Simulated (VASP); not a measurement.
Given:

```
CELL_PARAMETERS angstrom
      0.00000     3.34792     3.34792
      3.34792     0.00000     3.34792
      3.34792     3.34792     0.00000
ATOMIC_POSITIONS crystal
  Ba 0.00000 0.00000 0.00000
  Te 0.50000 0.50000 0.50000
```

All values below come from PBEsol GGA, VASP's PBE PAW potentials (set 64) (plane waves; VASP 6.6.1). Run with 500 eV cut-off, 7×7×7 Γ-centred mesh, Gaussian smearing of 0.050 eV, potentials Ba_sv Te.

### Question
Predict the energy per atom (σ→0), pressure.

### Answer

- energy per atom (σ→0) = -4.529 eV/atom
- pressure = 4.97 GPa

The absolute energy has meaning only against runs of the same code, potentials and settings.

The compound is BaTe in the rock salt structure. It was relaxed first under an external pressure of 5 GPa.
